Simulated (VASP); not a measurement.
Set up this calculation in VASP 6.6.1, as the native input.

```
Task                               : single point
Functional                         : B3LYP
Potentials or basis                : VASP PAW PBE potentials, release 64 (N_s, C_s, Br, H_s)
Cutoff                             : 400 eV
k mesh                             : 1 × 1 × 1
Occupations                        : gaussian, width 0.01 eV
Spin                               : no spin polarisation
Grid for exact exchange (PRECFOCK) : Fast
Exchange at q = 0                  : truncated
Further INCAR settings             : ALGO = Normal; EDIFF = 1e-06
```

NCBrH2, in a box:

```
CELL_PARAMETERS angstrom
13.00000 0.00000 0.00000
0.00000 11.00000 0.00000
0.00000 0.00000 11.00000
ATOMIC_POSITIONS crystal
N 0.42764 0.44996 0.51320
C 0.51272 0.49629 0.48970
Br 0.62742 0.47095 0.59322
H 0.37458 0.47247 0.44872
H 0.53386 0.55385 0.41296
```

One way to write it, as run:

POSCAR

```
H2CBrN
1.0
   13.0000000000      0.0000000000      0.0000000000
    0.0000000000     11.0000000000      0.0000000000
    0.0000000000      0.0000000000     11.0000000000
N C Br H
1 1 1 2
Cartesian
    5.5592999800      4.9496000400      5.6452000000
    6.6652999400      5.4592000100      5.3867000000
    8.1563999400      5.1805000500      6.5253999800
    4.8696000600      5.1972000300      4.9358999800
    6.9402000200      6.0924000500      4.5426000400
```

INCAR.step1

```
SYSTEM = H2CBrN
PREC = Accurate
ENCUT = 400
EDIFF = 1E-5
ISMEAR = 0
SIGMA = 0.01
LREAL = .FALSE.
LASPH = .TRUE.
NELM = 100
ALGO = Normal
ISIF = 2
LWAVE = .TRUE.
GGA = PE
```

INCAR.step2

```
SYSTEM = H2CBrN
PREC = Accurate
ENCUT = 400
EDIFF = 1E-6
ISMEAR = 0
SIGMA = 0.01
LREAL = .FALSE.
LASPH = .TRUE.
NELM = 100
ALGO = Normal
ISIF = 2
LWAVE = .FALSE.
LCHARG = .TRUE.
GGA = B3
LHFCALC = .TRUE.
AEXX = 0.2
AGGAX = 0.72
AGGAC = 0.81
ALDAC = 0.19
PRECFOCK = Fast
HFRCUT = -1
LELF = .TRUE.
LVHAR = .TRUE.
LVACPOTAV = .TRUE.
ISTART = 1
```

KPOINTS

```
regular mesh
0
G
  1 1 1
  0 0 0
```

Potentials or basis: VASP PAW PBE potentials, release 64 (N_s, C_s, Br, H_s).

Run with:

```console
$ cat potpaw_PBE.64/N_s/POTCAR potpaw_PBE.64/C_s/POTCAR potpaw_PBE.64/Br/POTCAR potpaw_PBE.64/H_s/POTCAR > POTCAR
$ cp INCAR.step1 INCAR
$ mpirun -np 1 vasp_gam > vasp.out
$ cp INCAR.step2 INCAR
$ mpirun -np 1 vasp_gam > vasp.out
```

It gave:

```
Largest force                   : 1.334 eV/Å
Gap between the frontier levels : 6.87 eV
```

Caveat: the standard files for N, O and F lose accuracy on very short bonds; the PAW data sets were made with another functional, which shifts forces and pressure a little.

Wall time 6.5 min on 1 thread of Intel(R) Xeon(R) Platinum 8488C (Sapphire Rapids) (shared host), peak memory 0.91 GiB.
